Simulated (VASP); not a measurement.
# Fe (Iron-alpha): the relaxed cell at several levels

Which functional gives the lattice of Fe (Iron-alpha) as experiment finds it, and is a dearer one worth its cost? The levels: LDA, PBEsol, PBE, r2SCAN, PBE + D3(BJ), r2SCAN + rVV10, optB86b-vdW and PBEsol + D3(BJ). LASPH is on for some levels and off for others; the table marks which. The start is a cell from a database of measured crystal structures.

Method: LDA, spin-polarised from a ferromagnetic start (one magnetic atom a cell); plane waves and PAW (Fe), in the first sound run; inputs show where later runs differ, in VASP 6.6.1.

**Measured values to reproduce.**

“Abiotic ammonium formation in the presence of Ni-Fe metals and alloys and its implications for the Hadean nitrogen cycle” (2008, pmc:2430951) reports for Fe, bcc, by powder XRD, LeBail refinement (commercial iron metal powder): lattice constant a (cubic cell parameter a) 2.866 ± 0.001 Å [commercial metal powder; measurement temperature not stated].

Most raw output is cut from this account.

### Step 1. The structure

The structure is cubic, space group Im-3m (No. 229). The conventional cell has a = 2.866 Å, b = 2.866 Å, c = 2.866 Å, α = 90.00°, β = 90.00°, γ = 90.00°. Nearest to Fe lie 8 Fe at 2.48 Å.

Structure file:

```xyz
1
Lattice="-1.4332 1.4332 1.4332 1.4332 -1.4332 1.4332 1.4332 1.4332 -1.4332" Properties=species:S:1:pos:R:3 pbc="T T T"
Fe    0.0000    0.0000    0.0000
```

### Step 2. Magnetic order: ferromagnetic

The properties of a magnet depend on its order, so a few collinear patterns are compared first on the cell as listed, beginning with all moments parallel. LDA, the lowest rung, knows the local density alone.

INCAR

```
SYSTEM = Fe
PREC = Accurate
ENCUT = 400
EDIFF = 1E-06
NELM = 100
ISMEAR = -1
SIGMA = 0.05
LREAL = .FALSE.
ALGO = Normal
GGA = CA
NBANDS = 12
ISPIN = 2
MAGMOM = 3
LMAXMIX = 4
LORBIT = 11
LWAVE = .FALSE.
LCHARG = .FALSE.
KPAR = 4
ISIF = 2
```

POSCAR

```
Fe
1.0
   -1.4332500000      1.4332500000      1.4332500000
    1.4332500000     -1.4332500000      1.4332500000
    1.4332500000      1.4332500000     -1.4332500000
Fe
1
Direct
    0.0000000000      0.0000000000      0.0000000000
```

KPOINTS

```
Automatic mesh
0
Gamma
11 11 11
0 0 0
```

The projector-augmented-wave data sets are Fe (PBE family, release 64).

Command:

```console
$ mpirun -np 4 vasp_std
```

Run time: 3.4 s. Hardware: 4 MPI ranks of AMD EPYC 7R43, shared host; peak memory 0.35 GiB; 11 s of CPU time.

The k-mesh is coarse for a metal. The PAW data sets were made with PBE, though LDA sets exist; this is a small mismatch. At this level the cell is under a tension of 22.3 GPa, so at these settings it is away from equilibrium.

Numbers from this step:

```
SCF cycles                                        : 14
electrons                                         : 8
bands                                             : 12
irreducible k-points                              : 56
symmetry operations                               : 48
free energy (TOTEN)                               : -9.128 eV
energy at zero smearing                           : -9.124 eV
Fermi energy                                      : 5.118 eV
pressure                                          : -22.28 GPa
moment of the cell, from the last line of the log : 2.237 μB
metallic                                          : yes
```

Spin moment in the PAW sphere by atom:

| atom | spin moment in the PAW sphere (μB) |
| --- | --- |
| Fe1 | 2.21 |

The run ends ferromagnetic with a largest moment of 2.21 μB, and the mesh shows no gap.

### Step 3. Magnetic order: antiferromagnetic, q = (0, 0, 1/2)

This step: LDA, spin-polarised from an antiferromagnetic start; plane waves and PAW (Fe) (VASP 6.6.1).

System of this step: Fe (Iron-alpha). Symmetry: Im-3m, No. 229, cubic system. The conventional cell has a = 2.866 Å, b = 2.866 Å, c = 2.866 Å, α = 90.00°, β = 90.00°, γ = 90.00°. Fe has 8 Fe at 2.48 Å nearest.

Next, a pattern with opposite moments, which needs a doubled cell; q is given in the reciprocal vectors of the primitive cell.

INCAR, as its differences from that of step 2:

```diff
@@ -10,5 +10,5 @@
 GGA = CA
-NBANDS = 12
+NBANDS = 15
 ISPIN = 2
-MAGMOM = 3
+MAGMOM = 3 -3
 LMAXMIX = 4
```

POSCAR

```
Fe
1.0
   -1.4332500000      1.4332500000      1.4332500000
    1.4332500000     -1.4332500000      1.4332500000
    2.8665000000      2.8665000000     -2.8665000000
Fe
2
Direct
    0.0000000000      0.0000000000      0.0000000000
    0.0000000000      0.0000000000      0.5000000000
```

KPOINTS is that of step 2.

Command:

```console
$ mpirun -np 4 vasp_std
```

Elapsed: 18 s, on 4 MPI ranks; peak memory 0.57 GiB; 68 s of CPU time.

At this level the cell is under a tension of 26.6 GPa, so at these settings it is away from equilibrium.

This step gave:

* SCF cycles: 12
* electrons: 16
* bands: 15
* irreducible k-points: 216
* symmetry operations: 8
* free energy (TOTEN): -17.87 eV
* energy at zero smearing: -17.85 eV
* Fermi energy: 5.319 eV
* pressure: -26.62 GPa

Spin moment in the PAW sphere by atom:

| atom | spin moment in the PAW sphere (μB) |
| --- | --- |
| Fe1 | 1.85 |
| Fe2 | -1.85 |

The energy lies +196.4 meV an atom from the first pattern. The run ends antiferromagnetic with a largest moment of 1.85 μB, and the mesh shows no gap.

### Step 4. Magnetic order: antiferromagnetic, q = (1/2, 1/2, 1/2)

INCAR is that of step 3.

POSCAR

```
Fe
1.0
   -2.8665000000      2.8665000000      2.8665000000
    0.0000000000      0.0000000000      2.8665000000
    0.0000000000      2.8665000000      0.0000000000
Fe
2
Direct
    0.0000000000      0.0000000000      0.0000000000
    0.5000000000      0.0000000000      0.0000000000
```

KPOINTS is that of step 3.

Command:

```console
$ mpirun -np 4 vasp_std
```

Wall time 10 s (4 MPI ranks); peak memory 0.43 GiB.

At this level the cell is under a tension of 30.9 GPa, so at these settings it is away from equilibrium.

Numbers from this step:

```
SCF cycles              : 14
irreducible k-points    : 56
symmetry operations     : 48
free energy (TOTEN)     : -17.52 eV
energy at zero smearing : -17.50 eV
Fermi energy            : 5.236 eV
pressure                : -30.89 GPa
```

Spin moment in the PAW sphere by atom:

| atom | spin moment in the PAW sphere (μB) |
| --- | --- |
| Fe1 | 1.31 |
| Fe2 | -1.31 |

The energy lies +375.9 meV an atom from the first pattern. The run ends antiferromagnetic with a largest moment of 1.31 μB, and the mesh shows no gap.

### Step 5. The orders side by side

This step: collinear orders at LDA; plane waves and PAW (VASP 6.6.1).

No new run; the numbers come from the runs before.

Patterns, by row:

| start | atoms | energy less that of the first (meV/atom) | largest site moment (μB) | end state |
| --- | --- | --- | --- | --- |
| ferromagnetic | 1 | 0 | 2.21 | ferromagnetic |
| antiferromagnetic, q = (0, 0, 1/2) | 2 | 196.4 | 1.85 | antiferromagnetic |
| antiferromagnetic, q = (1/2, 1/2, 1/2) | 2 | 375.9 | 1.31 | antiferromagnetic |

The session goes on in the lowest magnetic state found: ferromagnetic. The next one lies 196.4 meV an atom higher.

### Step 6. Relaxation with LDA

This step: LDA, spin-polarised from a ferromagnetic start (one magnetic atom a cell); plane waves and PAW (Fe) (VASP 6.6.1).

System of this step: Fe (Iron-alpha). It takes space group Im-3m (No. 229, cubic). The conventional cell has a = 2.866 Å, b = 2.866 Å, c = 2.866 Å, α = 90.00°, β = 90.00°, γ = 90.00°. Fe has 8 Fe at 2.48 Å nearest.

Properties are meant for the cell that this level of theory prefers, so cell and atoms are relaxed first (ISIF = 3) until forces and stress are small; EDIFFG sets the threshold.

INCAR

```
SYSTEM = Fe
PREC = Accurate
ENCUT = 520
EDIFF = 1E-06
NELM = 100
ISMEAR = -1
SIGMA = 0.05
LREAL = .FALSE.
ALGO = Normal
GGA = CA
NBANDS = 12
ISPIN = 2
MAGMOM = 2.21
LMAXMIX = 4
LORBIT = 11
LWAVE = .FALSE.
LCHARG = .FALSE.
KPAR = 4
IBRION = 2
NSW = 60
ISIF = 3
EDIFFG = -0.01
```

POSCAR

```
Fe
1.0
   -1.4332500000      1.4332500000      1.4332500000
    1.4332500000     -1.4332500000      1.4332500000
    1.4332500000      1.4332500000     -1.4332500000
Fe
1
Direct
    0.0000000000      0.0000000000      0.0000000000
```

KPOINTS is that of step 4.

Command:

```console
$ mpirun -np 4 vasp_std
```

Wall time 16 s (4 MPI ranks); peak memory 0.4 GiB.

The magnetic order is the lowest of the few collinear ones that converged above; longer or canted patterns were not tried. After so large a change of volume the plane waves of the start cell no longer fit, so the final stress carries a basis-set error. The run keeps the 48 symmetry operations of its start, so it cannot find a distortion of lower symmetry.

Step by step:

| step | energy less that of the first step (eV) | largest force (eV/Å) | pressure (GPa) | volume (Å³) |
| --- | --- | --- | --- | --- |
| 1 | 0.0000 | 0.0000 | -21.72 | 11.78 |
| 2 | 0.0076 | 0.0000 | 36.56 | 9.26 |
| 3 | -0.1047 | 0.0000 | -1.47 | 10.41 |
| 4 | -0.1051 | 0.0000 | -0.41 | 10.36 |
| 5 | -0.1051 | 0.0000 | 0.27 | 10.34 |
| 6 | -0.1051 | 0.0000 | -0.27 | 10.36 |
| 7 | -0.1051 | 0.0000 | -0.03 | 10.35 |

| conventional cell, symmetrised | before | after | change |
| --- | --- | --- | --- |
| a (Å) | 2.866 | 2.745 | -4.2 % |
| b (Å) | 2.866 | 2.745 | -4.2 % |
| c (Å) | 2.866 | 2.745 | -4.2 % |
| volume (Å³/atom) | 11.78 | 10.35 | -12.1 % |

Final coordinates:

```xyz
1
Lattice="-1.3727 1.3727 1.3727 1.3727 -1.3727 1.3727 1.3727 1.3727 -1.3727" Properties=species:S:1:pos:R:3 pbc="T T T"
Fe    0.0000    0.0000    0.0000
```

This step gave:

```
electrons                                         : 8
bands                                             : 12
free energy (TOTEN)                               : -9.231 eV
energy at zero smearing                           : -9.226 eV
Fermi energy                                      : 6.553 eV
pressure                                          : -0.02758 GPa
moment of the cell, from the last line of the log : 1.863 μB
SCF cycles over all ionic steps                   : 54
```

Spin moment in the PAW sphere by atom:

| atom | spin moment in the PAW sphere (μB) |
| --- | --- |
| Fe1 | 1.83 |

It ends with forces that vanish by symmetry and a pressure of -0.03 GPa. The volume lies -12.1 % from that of the database's start, which holds the thermal and zero-point expansion of its experiment. That is far more than a functional's usual error. The conventional cell has a = 2.745 Å. The largest moment is 1.83 μB.

### Step 7. Relaxation with PBEsol

This step: PBEsol, spin-polarised from a ferromagnetic start (one magnetic atom a cell); plane waves and PAW (Fe) (VASP 6.6.1).

PBEsol restores the gradient expansion of exchange and is tuned for the cells of solids.

INCAR, as its differences from that of step 6:

```diff
@@ -9,3 +9,3 @@
 ALGO = Normal
-GGA = CA
+GGA = PS
 NBANDS = 12
```

POSCAR is that of step 6.

KPOINTS is that of step 6.

Command:

```console
$ mpirun -np 4 vasp_std
```

Elapsed: 12 s, on 4 MPI ranks; peak memory 0.4 GiB.

LASPH is off, so gradient terms of the non-spherical density inside the spheres are left out; for open d or f shells this can shift gaps and moments. The PAW data sets were made with PBE, which is usual practice but a small mismatch for other functionals.

Step by step:

| step | energy less that of the first step (eV) | largest force (eV/Å) | pressure (GPa) | volume (Å³) |
| --- | --- | --- | --- | --- |
| 1 | 0.0000 | 0.0000 | -14.82 | 11.78 |
| 2 | 0.0119 | 0.0000 | 19.29 | 10.02 |
| 3 | -0.0426 | 0.0000 | -0.15 | 10.94 |
| 4 | -0.0426 | 0.0000 | 0.10 | 10.92 |

| conventional cell, symmetrised | before | after | change |
| --- | --- | --- | --- |
| a (Å) | 2.866 | 2.795 | -2.5 % |
| b (Å) | 2.866 | 2.795 | -2.5 % |
| c (Å) | 2.866 | 2.795 | -2.5 % |
| volume (Å³/atom) | 11.78 | 10.92 | -7.3 % |

Final coordinates:

```xyz
1
Lattice="-1.3976 1.3976 1.3976 1.3976 -1.3976 1.3976 1.3976 1.3976 -1.3976" Properties=species:S:1:pos:R:3 pbc="T T T"
Fe    0.0000    0.0000    0.0000
```

This step gave:

| Property | Result |
| --- | --- |
| free energy (TOTEN) | -8.913 eV |
| energy at zero smearing | -8.909 eV |
| Fermi energy | 6.106 eV |
| pressure | 0.09559 GPa |
| moment of the cell, from the last line of the log | 2.218 μB |
| SCF cycles over all ionic steps | 37 |

Spin moment in the PAW sphere by atom:

| atom | spin moment in the PAW sphere (μB) |
| --- | --- |
| Fe1 | 2.20 |

It ends at 10.92 Å³/atom, -7.3 % from the start, with 0.10 GPa left. The conventional cell has a = 2.795 Å. The largest moment is 2.20 μB.

### Step 8. Relaxation with PBE

This step: PBE, spin-polarised from a ferromagnetic start (one magnetic atom a cell); plane waves and PAW (Fe) (VASP 6.6.1).

PBE, the usual starting point, adds the gradient of the density.

INCAR, as its differences from that of step 7:

```diff
@@ -9,3 +9,3 @@
 ALGO = Normal
-GGA = PS
+GGA = PE
 NBANDS = 12
```

POSCAR is that of step 7.

KPOINTS is that of step 7.

Command:

```console
$ mpirun -np 4 vasp_std
```

It took 10 s on 4 MPI ranks; peak memory 0.4 GiB.

Relaxation path:

| step | energy less that of the first step (eV) | largest force (eV/Å) | pressure (GPa) | volume (Å³) |
| --- | --- | --- | --- | --- |
| 1 | 0.0000 | 0.0000 | -6.18 | 11.78 |
| 2 | 0.0017 | 0.0000 | 7.88 | 11.02 |
| 3 | -0.0074 | 0.0000 | -0.04 | 11.41 |

| conventional cell, symmetrised | before | after | change |
| --- | --- | --- | --- |
| a (Å) | 2.866 | 2.836 | -1.1 % |
| b (Å) | 2.866 | 2.836 | -1.1 % |
| c (Å) | 2.866 | 2.836 | -1.1 % |
| volume (Å³/atom) | 11.78 | 11.41 | -3.1 % |

The relaxed structure:

```xyz
1
Lattice="-1.4180 1.4180 1.4180 1.4180 -1.4180 1.4180 1.4180 1.4180 -1.4180" Properties=species:S:1:pos:R:3 pbc="T T T"
Fe    0.0000    0.0000    0.0000
```

It ends at 11.41 Å³/atom, -3.1 % from the start, with -0.04 GPa left. The conventional cell has a = 2.836 Å. Against its usual tendency, PBE gives a cell smaller than the listed one. The largest moment is 2.24 μB.

### Step 9. Relaxation with r2SCAN

This step: r2SCAN, spin-polarised from a ferromagnetic start (one magnetic atom a cell); plane waves and PAW (Fe) (VASP 6.6.1).

r2SCAN adds the kinetic-energy density, costs more than a GGA and is run with LASPH.

INCAR, as its differences from that of step 8:

```diff
@@ -9,3 +9,4 @@
 ALGO = Normal
-GGA = PE
+METAGGA = R2SCAN
+LASPH = .TRUE.
 NBANDS = 12
```

POSCAR is that of step 8.

KPOINTS is that of step 8.

Command:

```console
$ mpirun -np 4 vasp_std
```

Elapsed: 51 s, on 4 MPI ranks; peak memory 0.4 GiB.

SCAN-type functionals tend to overstate the moments of itinerant magnets.

Step by step:

| step | energy less that of the first step (eV) | largest force (eV/Å) | pressure (GPa) | volume (Å³) |
| --- | --- | --- | --- | --- |
| 1 | 0.0000 | 0.0000 | -1.47 | 11.78 |
| 2 | 0.0001 | 0.0000 | 1.66 | 11.59 |
| 3 | -0.0004 | 0.0000 | -0.01 | 11.69 |

| conventional cell, symmetrised | before | after | change |
| --- | --- | --- | --- |
| a (Å) | 2.866 | 2.860 | -0.2 % |
| b (Å) | 2.866 | 2.860 | -0.2 % |
| c (Å) | 2.866 | 2.860 | -0.2 % |
| volume (Å³/atom) | 11.78 | 11.69 | -0.7 % |

The relaxed structure:

```xyz
1
Lattice="-1.4299 1.4299 1.4299 1.4299 -1.4299 1.4299 1.4299 1.4299 -1.4299" Properties=species:S:1:pos:R:3 pbc="T T T"
Fe    0.0000    0.0000    0.0000
```

Spin moment in the PAW sphere by atom:

| atom | spin moment in the PAW sphere (μB) |
| --- | --- |
| Fe1 | 2.68 |

It ends at 11.69 Å³/atom, -0.7 % from the start, with -0.01 GPa left. The conventional cell has a = 2.860 Å. The largest moment is 2.68 μB.

### Step 10. Relaxation with PBE + D3(BJ)

This step: PBE with D3(BJ), spin-polarised from a ferromagnetic start (one magnetic atom a cell); plane waves and PAW (Fe) (VASP 6.6.1).

A dispersion term adds the long-range attraction that semilocal functionals lack. D3 with Becke-Johnson damping keeps a finite attraction at short range.

INCAR, as its differences from that of step 9:

```diff
@@ -9,4 +9,4 @@
 ALGO = Normal
-METAGGA = R2SCAN
-LASPH = .TRUE.
+GGA = PE
+IVDW = 12
 NBANDS = 12
```

POSCAR is that of step 9.

KPOINTS is that of step 9.

Command:

```console
$ mpirun -np 4 vasp_std
```

Run time: 12 s. Hardware: 4 MPI ranks; peak memory 0.43 GiB.

Dispersion corrections of this kind ignore metallic screening and tend to overbind metals.

Spin moment in the PAW sphere by atom:

| atom | spin moment in the PAW sphere (μB) |
| --- | --- |
| Fe1 | 2.22 |

It ends at 11.13 Å³/atom, -5.5 % from the start, with -0.03 GPa left. The conventional cell has a = 2.813 Å. The largest moment is 2.22 μB. Against plain PBE, the dispersion term moves a by -0.8 %.

[end of part 1 of 2]

[Lines on the potential files, build, host, timing and source positions are cut from VASP's logs without a mark.]

[Logs are printed without paths, hosts, clocks, repeated set-up lines and the standing remarks that a program may print on its own settings, such as how far it seeks lower states.]

[Hosts, paths, dates, database ids (printed as entryN), source tags and the programs' standing remarks are cut or masked in the printed files.]

[A measured line is paired with the nearest computed mode of its activity, which favours agreement.]
